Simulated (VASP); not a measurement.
Zn2CdSeS2, 6 atoms in the cell. It takes space group Imm2 (No. 44, orthorhombic). The conventional cell has a = 3.864 Å, b = 3.864 Å, c = 16.395 Å, α = 90.00°, β = 90.00°, γ = 90.00°. Around Zn (site symmetry mm2) lie 2 S at 2.37 Å and 2 Se at 2.37 Å. Zn (site symmetry mm2) has 4 S at 2.37 Å as nearest neighbours. Around Cd (site symmetry mm2) lie 2 S at 2.37 Å and 2 Se at 2.37 Å. Around Se (site symmetry mm2) lie 2 Cd at 2.37 Å and 2 Zn at 2.37 Å. Around S (site symmetry mm2) lie 4 Zn at 2.37 Å. Around S (site symmetry mm2) lie 2 Cd at 2.37 Å and 2 Zn at 2.37 Å. The cell was built by a generator and needn't be a form met in nature.

```yaml
Program: VASP 6.6.1
Task: relaxation of cell and atoms
Functional: PBE
Potentials_or_basis: VASP PAW PBE potentials, release 64 (Zn, Cd, Se, S)
Cutoff: 520 eV
k_mesh: 5 × 5 × 5
Occupations: gaussian, width 0.15 eV
Spin: no spin polarisation
Further_INCAR_settings: PREC = Normal; ALGO = Fast; EDIFF = 0.0001; IBRION = 2; EDIFFG = -0.08; NSW = 24; ISIF = 3
```

Potentials or basis: VASP PAW PBE potentials, release 64 (Zn, Cd, Se, S).

Run with:

```bash
$ cat potpaw_PBE.64/Zn/POTCAR potpaw_PBE.64/Cd/POTCAR potpaw_PBE.64/Se/POTCAR potpaw_PBE.64/S/POTCAR > POTCAR
$ mpirun -np 1 vasp_std > vasp.out
```

Hardware: 1 thread of AMD EPYC 7R13 Processor (Zen 3), on a shared host.

Problem. How long does it take, and how much memory?

Solution. Run time: 20 min on 1 thread of AMD EPYC 7R13 Processor (Zen 3) (shared host), peak memory 0.39 GiB. Counts: scf iterations 82, k points 27, ion steps 12.
